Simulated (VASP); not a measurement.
# CdTe: GW quasiparticle gap, part 4 of 4

Wanted: how far GW moves the Kohn-Sham levels of CdTe. The cell is of the zinc-blende type, one of the forms listed for this formula, which need not be the common one. The start is a cell from a database of measured crystal structures.

VASP 6.6.1, plane waves and PAW; the level of theory is named at each step.

So far, quasiparticle gap on the mesh (eV): step 4 (evGW0, evGW0 on PBE) 1.63; step 5 (QPGW0, QPGW0 on PBE) 1.71. Also gap on the k-mesh (eV): step 3 (empty bands, functional PBE) 0.751; step 6 (orbitals for another starting point) 0.751.

### 7. Another starting point

This step: HSE06; plane waves and PAW (Cd_GW, Te_GW) (VASP 6.6.1).

To see how much the result owes to its start, the ground state is made again with HSE06. EDIFF is tight for accurate orbitals, and a narrow smearing avoids fractional occupations.

Input file INCAR:

```
SYSTEM = CdTe
PREC = Accurate
ENCUT = 300
EDIFF = 1E-08
NELM = 100
ISMEAR = 0
SIGMA = 0.01
LREAL = .FALSE.
ALGO = Normal
LHFCALC = .TRUE.
AEXX = 0.25
GGA = PE
HFSCREEN = 0.2
LASPH = .TRUE.
NBANDS = 15
PRECFOCK = Fast
LORBIT = 11
LWAVE = .TRUE.
LCHARG = .FALSE.
KPAR = 8
```

Input file POSCAR:

```
CdTe
1.0
    0.0000000000      3.2400000000      3.2400000000
    3.2400000000      0.0000000000      3.2400000000
    3.2400000000      3.2400000000      0.0000000000
Cd Te
1 1
Direct
    0.0000000000      0.0000000000      0.0000000000
    0.2500000000      0.2500000000      0.2500000000
```

Input file KPOINTS:

```
Automatic mesh
0
Gamma
4 4 4
0 0 0
```

The projector-augmented-wave data sets are Cd_GW and Te_GW (PBE family, release 64).

The run starts from files that an earlier step left in the folder.

Command:

```
$ mpirun -np 8 vasp_std
```

What it wrote:

```text
[banner, memory and clock lines left out]
running    8 mpi-ranks, on    1 nodes
 distrk:  each k-point on    1 cores,    8 groups
 distr:  one band on    1 cores,    1 groups

 POSCAR found type information on POSCAR CdTe
 POSCAR found :  2 types and       2 ions
 [... a notice as in an earlier step ...]

 LDA part: xc-table for (Slater+PW92), standard interpolation
 found WAVECAR, reading the header
 POSCAR, INCAR and KPOINTS ok, starting setup
 FFT: planning ... GRIDC
 FFT: planning ... GRID_SOFT
 FFT: planning ... GRID
 reading WAVECAR
 the WAVECAR file was read successfully
 initial charge from wavefunction
 entering main loop
       N       E                     dE             d eps       ncg     rms          rms(c)
DAV:   1    -0.588816966009E+01   -0.58882E+01   -0.36862E-01   336   0.665E+00    0.107E+00
DAV:   2    -0.589184176895E+01   -0.36721E-02   -0.32102E-02   379   0.206E+00    0.359E-01
DAV:   3    -0.589082488113E+01    0.10169E-02   -0.23417E-03   363   0.555E-01    0.148E-01
DAV:   4    -0.589055649901E+01    0.26838E-03   -0.33282E-04   343   0.170E-01    0.794E-02
DAV:   5    -0.589049758429E+01    0.58915E-04   -0.80634E-05   339   0.690E-02    0.472E-02
DAV:   6    -0.589048389525E+01    0.13689E-04   -0.16705E-05   335   0.363E-02    0.295E-02
DAV:   7    -0.589047991970E+01    0.39756E-05   -0.28160E-06   310   0.171E-02    0.190E-02
DAV:   8    -0.589047894262E+01    0.97708E-06   -0.93460E-07   289   0.998E-03    0.121E-02
DAV:   9    -0.589047907134E+01   -0.12871E-06   -0.38432E-07   289   0.601E-03    0.771E-03
DAV:  10    -0.589047936059E+01   -0.28925E-06   -0.16044E-07   282   0.375E-03    0.488E-03
DAV:  11    -0.589047950945E+01   -0.14886E-06   -0.65805E-08   297   0.235E-03    0.310E-03
DAV:  12    -0.589047962448E+01   -0.11503E-06   -0.25928E-08   282   0.143E-03    0.197E-03
DAV:  13    -0.589047969412E+01   -0.69640E-07   -0.10466E-08   234   0.930E-04    0.125E-03
DAV:  14    -0.589047973625E+01   -0.42130E-07   -0.56547E-09   225   0.711E-04    0.796E-04
DAV:  15    -0.589047975834E+01   -0.22087E-07   -0.38061E-09   211   0.626E-04    0.507E-04
DAV:  16    -0.589047976974E+01   -0.11397E-07   -0.23614E-09   204   0.531E-04    0.326E-04
DAV:  17    -0.589047977607E+01   -0.63346E-08   -0.14974E-09   183   0.444E-04
   1 F= -.58904798E+01 E0= -.58904798E+01  d E =-.235559E-56
 writing wavefunctions
```

Elapsed: 1.7 min, on 8 MPI ranks of AMD EPYC 7R43, shared host; peak memory 1.8 GiB; 13 min of CPU time.

OUTCAR, selected parts (step 7):

```text
   k-points           NKPTS =      8   k-points in BZ     NKDIM =     64   number of bands    NBANDS=     15

   NELECT =      18.0000    total number of electrons

  exchange ACFDT corr.  =         0.00000000  see jH, gK, PRB 81, 115126

 E-fermi :   2.9460

 k-point     1 :       0.0000    0.0000    0.0000
  band No.  band energies     occupation
    ...
      5      -6.5266      2.00000
      6      -6.5266      2.00000
      7       2.8355      2.00000
      8       2.8355      2.00000
      9       2.8355      2.00000
     10       4.4738      0.00000
     11       8.3133      0.00000
     12       8.3133      0.00000
     13       8.3133      0.00000
     14      11.3267      0.00000
    ...

 POSITION                                       TOTAL-FORCE (eV/Angst)
 -----------------------------------------------------------------------------------
      0.00000      0.00000      0.00000        -0.000000     -0.000000     -0.000000
      1.62000      1.62000      1.62000         0.000000      0.000000      0.000000
 -----------------------------------------------------------------------------------
    total drift:                                0.000001      0.000001      0.000002

  FREE ENERGIE OF THE ION-ELECTRON SYSTEM (eV)
  ---------------------------------------------------
  free  energy   TOTEN  =        -5.8904797761 eV

  energy  without entropy=       -5.8904797761  energy(sigma->0) =       -5.89047978

[... 7 parts as in an earlier step ...]

[... 9 further parts left out ...]
```

The k-mesh is coarse for exact exchange; levels may shift by about 0.1 eV on a finer one. The PAW data sets were made with PBE, which is usual practice but a small mismatch for other functionals.

Numbers from this step:

```
free energy (TOTEN)            : -5.890 eV
Fermi energy                   : 2.946 eV
gap on the k-mesh              : 1.638 eV
least direct gap on the k-mesh : 1.638 eV
```

### 8. Empty bands, functional HSE06

The next step needs empty bands that the ground-state run didn't converge, so the Hamiltonian is diagonalised exactly for NBANDS bands, in a single step. LOPTICS writes the k-derivatives of the orbitals (WAVEDER), which give the long-wavelength limit of the screening.

Input file INCAR:

```
SYSTEM = CdTe
PREC = Accurate
ENCUT = 300
ISMEAR = 0
SIGMA = 0.01
LREAL = .FALSE.
LHFCALC = .TRUE.
AEXX = 0.25
GGA = PE
HFSCREEN = 0.2
LASPH = .TRUE.
NBANDS = 440
PRECFOCK = Fast
ALGO = Exact
NELM = 1
LWAVE = .TRUE.
LCHARG = .FALSE.
LOPTICS = .TRUE.
NEDOS = 1000
CSHIFT = 0.1
```

POSCAR is that of step 7.

KPOINTS is that of step 7.

The run starts from files that an earlier step left in the folder.

Command:

```
$ mpirun -np 8 vasp_std
```

What it wrote:

```text
[... set-up lines as in an earlier step ...]
 entering main loop
       N       E                     dE             d eps       ncg     rms          rms(c)
DIA:   1    -0.589047978484E+01   -0.58905E+01    0.00000E+00     0   0.000E+00
   1 F= -.58904798E+01 E0= -.58904798E+01  d E =-.540818E-81
 writing wavefunctions
 optical routines
 imaginary and real dielectric function
 recalculating local potential from charge density
 direction            1
 direction            2
 direction            3
```

Elapsed: 5.9 min, on 8 MPI ranks; peak memory 1.8 GiB.

OUTCAR, selected parts (step 8):

```text
 POSITION                                       TOTAL-FORCE (eV/Angst)
 -----------------------------------------------------------------------------------
      0.00000      0.00000      0.00000         0.000000      0.000000      0.000000
      1.62000      1.62000      1.62000        -0.000000     -0.000000     -0.000000
 -----------------------------------------------------------------------------------
    total drift:                               -0.000000      0.000003      0.000001

  FREE ENERGIE OF THE ION-ELECTRON SYSTEM (eV)
  ---------------------------------------------------
  free  energy   TOTEN  =        -5.8904797848 eV

  energy  without entropy=       -5.8904797848  energy(sigma->0) =       -5.89047978

[... 2 parts as in an earlier step ...]

[... 1 further part left out ...]
[key lines of the parts left out:]
E-fermi :   2.9693
```

### 9. G0W0

This step: G0W0 on HSE06; plane waves and PAW (Cd_GW, Te_GW) (VASP 6.6.1).

G0W0 keeps orbitals and screening fixed and shifts each of the lowest NBANDSGW levels once.

Input file INCAR:

```
SYSTEM = CdTe
PREC = Accurate
ENCUT = 300
ISMEAR = 0
SIGMA = 0.01
LREAL = .FALSE.
LHFCALC = .TRUE.
AEXX = 0.25
GGA = PE
HFSCREEN = 0.2
LASPH = .TRUE.
NBANDS = 440
PRECFOCK = Fast
ALGO = EVGW0
NELMGW = 1
ENCUTGW = 200
NOMEGA = 48
NBANDSGW = 24
LWAVE = .FALSE.
LCHARG = .FALSE.
```

POSCAR is that of step 8.

KPOINTS is that of step 8.

The WAVECAR or CHGCAR of an earlier step is read.

Command:

```
$ mpirun -np 8 vasp_std
```

What it wrote:

```text
[banner, memory and clock lines left out]
running    8 mpi-ranks, on    1 nodes
 distrk:  each k-point on    8 cores,    1 groups
 distr:  one band on    1 cores,    8 groups

 POSCAR found type information on POSCAR CdTe
 POSCAR found :  2 types and       2 ions
 [... a notice as in an earlier step ...]

 [... a notice as in an earlier step ...]

 LDA part: xc-table for (Slater+PW92), standard interpolation
 found WAVECAR, reading the header
 POSCAR, INCAR and KPOINTS ok, starting setup
 FFT: planning ... GRIDC
 FFT: planning ... GRID_SOFT
 FFT: planning ... GRID
 reading WAVECAR
 the WAVECAR file was read successfully
 initial charge from wavefunction
 available memory per node:     75.89 GB, setting MAXMEM to     77710

 The Fermi energy was updated, please check that it is located mid-gap
 values below the HOMO (VB) or above the LUMO (CB) will cause erroneous energies
 E-fermi :   3.6547

 calculate exact exchange contribution
 the WAVEDER file was read successfully
energies w=
    0.000    0.000    0.496    0.000    0.989    0.000    1.479    0.000
    1.963    0.000    2.439    0.000    2.908    0.000    3.369    0.000
    3.820    0.000    4.263    0.000    4.699    0.000    5.127    0.000
    5.549    0.000    5.966    0.000    6.380    0.000    6.791    0.000
    7.202    0.000    7.615    0.000    8.030    0.000    8.451    0.000
    8.879    0.000    9.317    0.000    9.768    0.000   10.234    0.000
   10.719    0.000   11.226    0.000   11.762    0.000   12.330    0.000
   12.938    0.000   13.593    0.000   14.304    0.000   15.083    0.000
   15.945    0.000   16.908    0.000   17.996    0.000   19.240    0.000
   20.682    0.000   22.378    0.000   24.409    0.000   26.890    0.000
   29.994    0.000   33.992    0.000   39.337    0.000   46.838    0.000
   58.110    0.000   76.889    0.000  114.254    0.000  224.039    0.000
 responsefunction array rank=     448
 LDA part: xc-table for (Slater+PW92), standard interpolation

 min. memory requirement per mpi rank    316.4 MB, per node   2531.5 MB

 allocating   6 responsefunctions rank=   448
 shmem allocating  48 responsefunctions rank=   448
 response function shared by NCSHMEM nodes    1
 Doing            6  frequencies on each core in blocks of           48
NQ=   1    0.0000    0.0000    0.0000,
|.........|.........|.........|.........|.........|.........|.........|.........
 performed        665000 updates of chi_q(r,r)
 total number of BLAS operations        899.30 Gflops
NQ=   2    0.2500    0.0000    0.0000,
|.........|.........|.........|.........|.........|.........|.........|.........
 performed       1921000 updates of chi_q(r,r)
 total number of BLAS operations       2828.22 Gflops
NQ=   3    0.5000    0.0000    0.0000,
|.........|.........|.........|.........|.........|.........|.........|.........
 performed       3008000 updates of chi_q(r,r)
 total number of BLAS operations       4467.48 Gflops
NQ=   4    0.2500    0.2500    0.0000,
|.........|.........|.........|.........|.........|.........|.........|.........
 performed       4264000 updates of chi_q(r,r)
 total number of BLAS operations       6335.24 Gflops
NQ=   5    0.5000    0.2500    0.0000,
|.........|.........|.........|.........|.........|.........|.........|.........
 performed       5985000 updates of chi_q(r,r)
 total number of BLAS operations       8965.23 Gflops
NQ=   6   -0.2500    0.2500    0.0000,
|.........|.........|.........|.........|.........|.........|.........|.........
 performed       7537000 updates of chi_q(r,r)
 total number of BLAS operations      11315.42 Gflops
NQ=   7    0.5000    0.5000    0.0000,
|.........|.........|.........|.........|.........|.........|.........|.........
 performed       8498000 updates of chi_q(r,r)
 total number of BLAS operations      12831.24 Gflops
NQ=   8   -0.2500    0.5000    0.2500,
|.........|.........|.........|.........|.........|.........|.........|.........
 performed       9712000 updates of chi_q(r,r)
 total number of BLAS operations      14746.76 Gflops
 resolving degeneracies of screened two electron integrals

 calculate QP shifts <psi_nk| G(iteration)W_0 |psi_nk>: iteration 1
 entering main loop
```

Run time: 4.3 min. Hardware: 8 MPI ranks; peak memory 3.6 GiB; 34 min of CPU time.

Parts of OUTCAR (step 9):

```text
   NELECT =      18.0000    total number of electrons

 E-fermi :   3.6547

 QP shifts <psi_nk| G(iteration)W_0 |psi_nk>: iteration 1
 for sc-GW calculations column KS-energies equals QP-energies in previous step
 and V_xc(KS)=  KS-energies - (<T + V_ion + V_H > + <T+V_H+V_ion>^1  + <V_x>^1)
 k-point   1 :       0.0000    0.0000    0.0000
  band No.  KS-energies  QP-energies   sigma(KS)   V_xc(KS)     V^pw_x(r,r')   Z            occupation Imag(sigma)
    ...
      6      -6.5266      -7.2586     -18.5381     -17.5284     -23.2886       0.7250       2.0000       0.2240
      7       2.8355       2.4051     -12.3495     -11.7988     -13.3737       0.7817       2.0000      -0.0424
      8       2.8355       2.4051     -12.3495     -11.7988     -13.3737       0.7817       2.0000      -0.0424
      9       2.8355       2.4051     -12.3495     -11.7988     -13.3737       0.7817       2.0000      -0.0424
     10       4.4738       4.3444      -9.2581      -9.0941      -5.3797       0.7890       0.0000      -0.0822
     11       8.3133       8.1877      -8.5895      -8.4287      -4.5314       0.7813       0.0000      -0.0925
     12       8.3133       8.1877      -8.5895      -8.4287      -4.5314       0.7813       0.0000      -0.0925
     13       8.3133       8.1877      -8.5895      -8.4287      -4.5314       0.7813       0.0000      -0.0925
    ...

 k-point   2 :       0.2500    0.0000    0.0000
  band No.  KS-energies  QP-energies   sigma(KS)   V_xc(KS)     V^pw_x(r,r')   Z            occupation Imag(sigma)
    ...
      6      -6.5269      -7.2563     -18.5364     -17.5293     -23.2914       0.7243       2.0000       0.2246
      7      -0.0174      -0.4298     -11.5025     -10.9541     -13.0486       0.7521       2.0000      -0.0077
      8       2.3805       1.9440     -12.1082     -11.5475     -13.2137       0.7786       2.0000      -0.0409
      9       2.3805       1.9440     -12.1082     -11.5475     -13.2137       0.7786       2.0000      -0.0409
     10       5.6782       5.5492      -9.2029      -9.0385      -5.2840       0.7845       0.0000      -0.0906
     11       8.8958       8.7572      -8.6075      -8.4283      -4.4300       0.7732       0.0000      -0.0989
     12       8.8958       8.7572      -8.6075      -8.4283      -4.4300       0.7732       0.0000      -0.0989
     13       9.0923       8.8737      -8.6023      -8.3178      -4.3422       0.7686       0.0000      -0.1219
    ...

[... 8 parts as in an earlier step ...]

[... 8 further parts left out ...]
```

This step gave:

```yaml
quasiparticle_gap_on_the_mesh: 1.939 eV
smallest_direct_quasiparticle_gap_on_the_mesh: 1.939 eV
gap_of_the_starting_orbitals_on_the_mesh: 1.638 eV
```

GW takes the gap from 1.638 to 1.939 eV. That is +463 meV against the one-shot pass on PBE. Spin-orbit coupling is left out. The value holds for 440 bands, ENCUTGW = 200 eV and this mesh, and isn't shown to be converged in them.

### 10. Summary

This step: GW series: evGW0 on PBE, QPGW0 on PBE, G0W0 on HSE06; plane waves and PAW (VASP 6.6.1).

No new run; the numbers come from the runs before.

Cost is wall time times ranks on a shared host, with the step that makes the empty bands. GW runs:

| level | bands | ENCUTGW (eV) | NOMEGA | k mesh | starting gap (eV) | quasiparticle gap (eV) | direct gap (eV) | cost (core minutes) |
| --- | --- | --- | --- | --- | --- | --- | --- | --- |
| evGW0 on PBE | 440 | 200 | 48 | 4x4x4 | 0.751 | 1.629 | 1.629 | 174.6 |
| QPGW0 on PBE | 440 | 200 | 48 | 4x4x4 | 0.751 | 1.713 | 1.713 | 382.6 |
| G0W0 on HSE06 | 440 | 200 | 48 | 4x4x4 | 1.638 | 1.939 | 1.939 | 80.83 |

### 11. Summary of results

```json
{"evGW0 on PBE, 440 bands, ENCUTGW 200 eV, NOMEGA 48, mesh 4×4×4": "0.751 → 1.630 eV", "QPGW0 on PBE, 440 bands, ENCUTGW 200 eV, NOMEGA 48, mesh 4×4×4": "0.751 → 1.713 eV", "G0W0 on HSE06, 440 bands, ENCUTGW 200 eV, NOMEGA 48, mesh 4×4×4": "1.638 → 1.939 eV"}
```

What this shows: evGW0 gives a quasiparticle gap of 1.630 eV on the mesh, 0.88 eV over the PBE gap on the same mesh. On mesh and path the starting valence top lies at Γ and the conduction bottom at Γ, so the starting gap is direct. Both points lie on the GW mesh. Over the final values of the levels run here the gap spans 1.63 to 1.94 eV. In evGW0 the first pass, which is the one-shot result, gives 1.476 eV and pass 4 gives 1.629 eV; the last pass changed the gap by +5 meV, so the loop is converged. In QPGW0 the first pass gives 1.468 eV and pass 4 gives 1.713 eV; the last pass changed the gap by +27 meV, so more passes would move it further. One-shot gaps: 1.476 eV from PBE and 1.939 eV from HSE06. The starting gaps span 0.89 eV and the one-shot gaps 0.46 eV. Bands, response cutoff and mesh weren't tested for convergence. The orbitals give an independent-particle dielectric component as large as 28 on this mesh, so the screening is unlikely to be converged. In Cd_GW the d shell is in the valence without all the semicore s and p states of the same shell; those stay frozen in the core, and how far that moves the GW gap wasn't tested here. Spin-orbit coupling is left out; with Cd and Te in the cell it can split or shift band edges, by an amount that depends on which atoms form them and isn't tested here. Not tabulated here, as repeats of values shown or as unfit to read for their mesh, reference level or band range: eps2 curves (empty bands); eps1 curves and static values (empty bands); gaps (empty bands).

[Lines on the potential files, build, host, timing and source positions are cut from VASP's logs without a mark.]

[Logs are printed without paths, hosts, clocks, repeated set-up lines and the standing remarks that a program may print on its own settings, such as how far it seeks lower states.]

[Hosts, paths, dates, database ids (printed as entryN), source tags and the programs' standing remarks are cut or masked in the printed files.]

[Pressures printed for these runs are not shown converged in the cutoff: they can be off by several GPa and have the wrong sign.]

[In band tables of VASP the shares of atoms and orbitals are scaled to a sum of 1 inside the atoms' spheres.]
